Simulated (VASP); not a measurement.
# YMg3 (Fm-3m) in VASP: further runs

The runs below take YMg3 through single point, relaxation of cell and atoms, with LDA.

Everything below comes from runs of VASP 6.6.1. Logs are shortened: lines on timing, memory, paths and dates and some standing lists are left out, and cuts for length are marked.

## (1) Starting point

It takes space group Fm-3m (No. 225, cubic). Conventional cell: a = 7.157 Å, b = 7.157 Å, c = 7.157 Å, α = 90.00°, β = 90.00°, γ = 90.00°. Y (site symmetry m-3m) is surrounded by 8 Mg at 3.10 Å. Mg (site symmetry -43m) has 4 Y at 3.10 Å and 4 Mg at 3.10 Å as nearest neighbours. Mg (site symmetry m-3m) has 8 Mg at 3.10 Å as nearest neighbours.

The cell comes from a database or a generator and needn't be the stable form of this composition.

## (2) Single point, LDA

File INCAR:

```
PREC = Accurate
ENCUT = 520
EDIFF = 1E-7
ISMEAR = -1
SIGMA = 0.05
LREAL = False
LASPH = True
NELM = 100
ALGO = Normal
ISIF = 2
LWAVE = False
LCHARG = False
NBANDS = 16
```

File KPOINTS:

```
regular mesh
0
Gamma
  4 4 4
```

File POSCAR:

```
YMg3
1.0
    5.0605373718      0.0000000000      0.0000000000
    2.5302686859      4.3825539207      0.0000000000
    2.5302686859      1.4608513069      4.1319114617
Y Mg
1 3
Direct
    0.0000000000      0.0000000000      0.0000000000
    0.2500000000      0.2500000000      0.2500000000
    0.5000000000      0.5000000000      0.5000000000
    0.7500000000      0.7500000000      0.7500000000
```

Potentials or basis: VASP PAW LDA potentials, release 64 (Y_sv, Mg).

The run is started by

```bash
> cat potpaw_LDA.64/Y_sv/POTCAR potpaw_LDA.64/Mg/POTCAR > POTCAR
> mpirun -np 1 vasp_std > vasp.out
```

OUTCAR:

```text
PREC = Accurate
   ENCUT = 520
   EDIFF = 1E-7
   ISMEAR = -1
   LREAL = False
   LASPH = True
   NELM = 100
   ISIF = 2

 ion  position               nearest neighbor table
   1  0.000  0.000  0.000-   4 3.10   2 3.10   2 3.10   4 3.10   4 3.10   4 3.10   2 3.10   2 3.10
                             3 3.58   3 3.58   3 3.58   3 3.58   3 3.58   3 3.58
   2  0.250  0.250  0.250-   1 3.10   3 3.10   3 3.10   1 3.10   3 3.10   1 3.10   1 3.10   3 3.10
                             4 3.58   4 3.58   4 3.58   4 3.58   4 3.58   4 3.58
   3  0.500  0.500  0.500-   2 3.10   4 3.10   4 3.10   2 3.10   4 3.10   2 3.10   2 3.10   4 3.10
                             1 3.58   1 3.58   1 3.58   1 3.58   1 3.58   1 3.58
   4  0.750  0.750  0.750-   3 3.10   1 3.10   1 3.10   3 3.10   3 3.10   3 3.10   1 3.10   1 3.10
                             2 3.58   2 3.58   2 3.58   2 3.58   2 3.58   2 3.58

  LATTYP: Found a face centered cubic cell.
 ALAT       =     7.1566805840

  Lattice vectors:

 A1 = (   5.0605373718,   0.0000000000,   0.0000000000)
 A2 = (   2.5302686859,   4.3825539207,   0.0000000000)
 A3 = (   2.5302686859,   1.4608513069,   4.1319114617)

Analysis of symmetry for initial positions (statically):
=====================================================================
 Subroutine PRICEL returns:
 Original cell was already a primitive cell.

 Routine SETGRP: Setting up the symmetry group for a
 face centered cubic supercell.

 Subroutine GETGRP returns: Found 48 space group operations
 (whereof 48 operations were pure point group operations)
 out of a pool of 48 trial point group operations.

The static configuration has the point symmetry O_h .

Analysis of symmetry for dynamics (positions and initial velocities):
=====================================================================
 Subroutine PRICEL returns:
 Original cell was already a primitive cell.

 Routine SETGRP: Setting up the symmetry group for a
 face centered cubic supercell.

 Subroutine GETGRP returns: Found 48 space group operations
 (whereof 48 operations were pure point group operations)
 out of a pool of 48 trial point group operations.

The dynamic configuration has the point symmetry O_h .

 Subroutine INISYM returns: Found 48 space group operations
 (whereof 48 operations are pure point group operations),
 and found     1 'primitive' translations

----------------------------------------------------------------------------------------

                                     Primitive cell

  volume of cell :      91.6379

  direct lattice vectors                    reciprocal lattice vectors
     5.060537372  0.000000000  0.000000000     0.197607473 -0.114088727 -0.080672913
     2.530268686  4.382553921  0.000000000     0.000000000  0.228177455 -0.080672913
     2.530268686  1.460851307  4.131911462     0.000000000  0.000000000  0.242018739

  length of vectors
     5.060537372  5.060537372  5.060537372     0.242018739  0.242018739  0.242018739

  position of ions in fractional coordinates (direct lattice)
     0.000000000  0.000000000  0.000000000
     0.250000000  0.250000000  0.250000000
     0.500000000  0.500000000  0.500000000
     0.750000000  0.750000000  0.750000000

  ion indices of the primitive-cell ions
   primitive index   ion index
                 1           1
                 2           2
                 3           3
                 4           4

----------------------------------------------------------------------------------------

 KPOINTS: regular mesh

Automatic generation of k-mesh.
 Grid dimensions read from file:
 generate k-points for:    4    4    4

 Generating k-lattice:

  Cartesian coordinates                     Fractional coordinates (reciprocal lattice)
     0.049401868 -0.028522182 -0.020168228     0.250000000 -0.000000000 -0.000000000
     0.000000000  0.057044364 -0.020168228     0.000000000  0.250000000  0.000000000
     0.000000000  0.000000000  0.060504685     0.000000000  0.000000000  0.250000000

  Length of vectors
     0.060504685  0.060504685  0.060504685

  Shift w.r.t. Gamma in fractional coordinates (k-lattice)
     0.000000000  0.000000000  0.000000000

 Subroutine IBZKPT returns following result:
 ===========================================

 Found      8 irreducible k-points:

 Following reciprocal coordinates:
            Coordinates               Weight
  0.000000  0.000000  0.000000      1.000000
  0.250000  0.000000  0.000000      8.000000
  0.500000  0.000000  0.000000      4.000000
  0.250000  0.250000 -0.000000      6.000000
  0.500000  0.250000  0.000000     24.000000
 -0.250000  0.250000  0.000000     12.000000
  0.500000  0.500000 -0.000000      3.000000
 -0.250000  0.500000  0.250000      6.000000
   k-points           NKPTS =      8   k-points in BZ     NKDIM =      8   number of bands    NBANDS=     16
   number of dos      NEDOS =    301   number of ions     NIONS =      4
   total plane-waves  NPLWV =  64000
   dimension x,y,z NGX =    40 NGY =   40 NGZ =   40
   dimension x,y,z NGXF=    80 NGYF=   80 NGZF=   80
   ions per type =               1   3
   NGX,Y,Z   is equivalent  to a cutoff of  13.14, 13.14, 13.14 a.u.
   NGXF,Y,Z  is equivalent  to a cutoff of  26.28, 26.28, 26.28 a.u.
 SYSTEM =  unknown system
   PREC   = accura    normal or accurate (medium, high low for compatibility)
   ISTART =      0    job   : 0-new  1-cont  2-samecut
   ICHARG =      2    charge: 1-file 2-atom 10-const
   ISPIN  =      1    spin polarized calculation?
   LNONCOLLINEAR =      F non collinear calculations
   LSORBIT =      F    spin-orbit coupling
   LASPH  =      T    aspherical Exc in radial PAW
   ENCUT  =  520.0 eV  38.22 Ry    6.18 a.u.   9.41  9.41  9.41*2*pi/ulx,y,z
   NELM   =    100;   NELMIN=  2; NELMDL= -5     # of ELM steps
   EDIFF  = 0.1E-06   stopping-criterion for ELM
   LREAL  =      F    real-space projection
   EDIFFG = 0.1E-05   stopping-criterion for IOM
   NSW    =      0    number of steps for IOM
   IBRION =     -1    ionic relax: 0-MD 1-quasi-New 2-CG
   NFREE  =      0    steps in history (QN), initial steepest desc. (CG)
   ISIF   =      2    stress and relaxation
   ISYM   =      2    0-nonsym 1-usesym 2-fastsym
   POTIM  = 0.5000    time-step for ionic-motion
   TEBEG  =    0.0;   TEEND  =   0.0 temperature during run
   PSTRESS=    0.0 pullay stress
   NELECT =      17.0000    total number of electrons
   NUPDOWN=      -1.0000    fix difference up-down
   EMIN   =  10.00;   EMAX   =-10.00  energy-range for DOS
   EFERMI =   0.00;   METHOD = LEGACY
   ISMEAR =    -1;   SIGMA  =   0.05  broadening in eV -4-tet -1-fermi 0-gaus
   EFERMI_NEDOS =   21; number of points for ismear=-14 and -15
   IALGO  =     38    algorithm
   IMIX   =      4    mixing-type and parameters
     AMIX     =   0.40;   BMIX     =  1.00
     AMIX_MAG =   1.60;   BMIX_MAG =  1.00
  volume/ion in A,a.u.               =      22.91       154.60
  Fermi-wavevector in a.u.,A,eV,Ry     =   0.933683  1.764405 11.861071  0.871764
  Thomas-Fermi vector in A             =   2.060410
   LORBIT       =      0    0 simple, 1 ext, 2 COOP (PROOUT), +10 PAW based schemes
   GGA     = CA    functional components
   LHFCALC =     F    Hartree Fock is set to
   AEXX    =    0.0000 exact exchange contribution
   IVDW    =     0    specifies the selected vdW correction
   LEPSILON=     F    determine dielectric tensor
   LRPA    =     F    only Hartree local field effects (RPA)
 non-spin polarized calculation
  energy-cutoff  :      520.00
  volume of cell :       91.64
 maximum number of plane-waves:      2488
 NGX is ok and might be reduce to    40
   NGX = 19   NGY = 19   NGZ = 19

 number of electron      16.9999999 magnetization

 Free energy of the ion-electron system (eV)
  ---------------------------------------------------
  ext. energy  EPLUGINS =         0.00000000
  ---------------------------------------------------
  free energy    TOTEN  =       -12.95748122 eV

  energy without entropy =      -12.95004297  energy(sigma->0) =      -12.95376209

 E-fermi :   2.6595     XC(G=0):  -9.3596

 val. band max:        2.4900946164   @ k =   0.5000   0.2500   0.0000
 cond. band min:       3.0696946219   @ k =   0.5000   0.5000  -0.0000
 fundamental gap:      0.5796000056
 Fermi energy:         2.6595170662

 k-point     1 :       0.0000    0.0000    0.0000
  band No.  band energies     occupation
      1     -39.5736      2.00000
      2     -19.7312      2.00000
      3     -19.7312      2.00000
      4     -19.7312      2.00000
      5      -3.4823      2.00000
      6       2.3282      1.99735
[... 8 lines left out ...]
     15       7.8718      0.00000
     16       8.3509      0.00000

 k-point     2 :       0.2500    0.0000    0.0000
  band No.  band energies     occupation
      1     -39.5734      2.00000
      2     -19.7409      2.00000
      3     -19.7326      2.00000
      4     -19.7326      2.00000
      5      -2.8716      2.00000
      6       0.9554      2.00000
[... 8 lines left out ...]
     15       7.5718      0.00000
     16       7.6628      0.00000

 k-point     3 :       0.5000    0.0000    0.0000
  band No.  band energies     occupation
      1     -39.5731      2.00000
      2     -19.7506      2.00000
      3     -19.7340      2.00000
      4     -19.7340      2.00000
      5      -1.2690      2.00000
      6      -1.1541      2.00000
[... 8 lines left out ...]
     15       8.7875      0.00000
     16       8.7875      0.00000

 k-point     4 :       0.2500    0.2500   -0.0000
  band No.  band energies     occupation
      1     -39.5733      2.00000
      2     -19.7408      2.00000
      3     -19.7347      2.00000
      4     -19.7347      2.00000
      5      -2.6740      2.00000
      6       1.4240      2.00000
[... 8 lines left out ...]
     15       7.6285      0.00000
     16       7.7597      0.00000

 k-point     5 :       0.5000    0.2500    0.0000
  band No.  band energies     occupation
      1     -39.5730      2.00000
      2     -19.7474      2.00000
      3     -19.7390      2.00000
      4     -19.7361      2.00000
      5      -1.3829      2.00000
      6      -0.1193      2.00000
[... 8 lines left out ...]
     15       8.2969      0.00000
     16       8.5200      0.00000

 k-point     6 :      -0.2500    0.2500    0.0000
  band No.  band energies     occupation
      1     -39.5731      2.00000
      2     -19.7451      2.00000
      3     -19.7394      2.00000
      4     -19.7341      2.00000
      5      -1.9142      2.00000
      6       0.4872      2.00000
[... 8 lines left out ...]
     15       7.3411      0.00000
     16       8.8733      0.00000

 k-point     7 :       0.5000    0.5000   -0.0000
  band No.  band energies     occupation
      1     -39.5729      2.00000
      2     -19.7499      2.00000
      3     -19.7382      2.00000
      4     -19.7382      2.00000
      5      -0.7720      2.00000
      6      -0.3574      2.00000
[... 8 lines left out ...]
     15       9.1657      0.00000
     16       9.4829      0.00000

 k-point     8 :      -0.2500    0.5000    0.2500
  band No.  band energies     occupation
      1     -39.5729      2.00000
      2     -19.7441      2.00000
      3     -19.7441      2.00000
      4     -19.7384      2.00000
      5      -0.2995      2.00000
      6       0.0482      2.00000
[... 8 lines left out ...]
     15       8.3240      0.00000
     16       8.3240      0.00000

------------------------ aborting loop because EDIFF is reached ----------------------------------------

  FORCE on cell =-STRESS in cart. coord.  units (eV):
  Direction    XX          YY          ZZ          XY          YZ          ZX
  --------------------------------------------------------------------------------------
  -------------------------------------------------------------------------------------
  Total       -0.2038779     -0.2038779     -0.2038779      0.0000000      0.0000000      0.0000000
  in kB       -3.5645585     -3.5645585     -3.5645585      0.0000000      0.0000000      0.0000000
  external PRESSURE =      -3.5645585 kB  Pullay stress =       0.0000000 kB

 VOLUME and BASIS-vectors are now :
 -----------------------------------------------------------------------------
  energy-cutoff  :      520.00
  volume of cell :       91.64
      direct lattice vectors                 reciprocal lattice vectors
     5.060537372  0.000000000  0.000000000     0.197607473 -0.114088727 -0.080672913
     2.530268686  4.382553921  0.000000000     0.000000000  0.228177455 -0.080672913
     2.530268686  1.460851307  4.131911462     0.000000000  0.000000000  0.242018739

 POSITION                                       TOTAL-FORCE (eV/Angst)
 -----------------------------------------------------------------------------------
      0.00000      0.00000      0.00000        -0.000000     -0.000000      0.000000
      2.53027      1.46085      1.03298         0.000000     -0.000000      0.000000
      5.06054      2.92170      2.06596        -0.000000     -0.000000      0.000000
      7.59081      4.38255      3.09893        -0.000000      0.000000     -0.000000
 -----------------------------------------------------------------------------------
    total drift:                                0.000000     -0.000000      0.000000

  FREE ENERGIE OF THE ION-ELECTRON SYSTEM (eV)
  ---------------------------------------------------
  free  energy   TOTEN  =       -12.9574812177 eV

  energy  without entropy=      -12.9500429680  energy(sigma->0) =      -12.95376209
```

It took 9.3 s on 1 thread of Intel Xeon 6975P-C (Granite Rapids), shared host; peak memory 0.2 GiB.

What came out:

- Free energy: -12.9575 eV
- Pressure: -0.4 GPa
- Band gap on the k mesh: none (metal or under the smearing width)

Levels at points of the mesh, in eV from the Fermi level:
| k point | band 4 | band 5 | band 6 | band 7 | band 8 | band 9 | band 10 | band 11 | band 12 | band 13 |
| --- | --- | --- | --- | --- | --- | --- | --- | --- | --- | --- |
| (0.00, 0.00, 0.00) | -22.39 | -6.14 | -0.33 | -0.33 | -0.33 | 1.20 | 1.20 | 2.46 | 2.46 | 2.46 |
| (0.50, 0.00, 0.00) | -22.39 | -3.93 | -3.81 | -0.52 | -0.52 | 1.38 | 1.90 | 1.90 | 2.06 | 2.12 |
| (0.50, 0.50, 0.00) | -22.40 | -3.43 | -3.02 | -1.81 | -0.31 | -0.31 | 0.41 | 2.04 | 2.04 | 2.17 |

Caveat: the k mesh is coarse (spacing up to 0.38 Å⁻¹), so the values aren't converged.

[end of part 1 of 2]
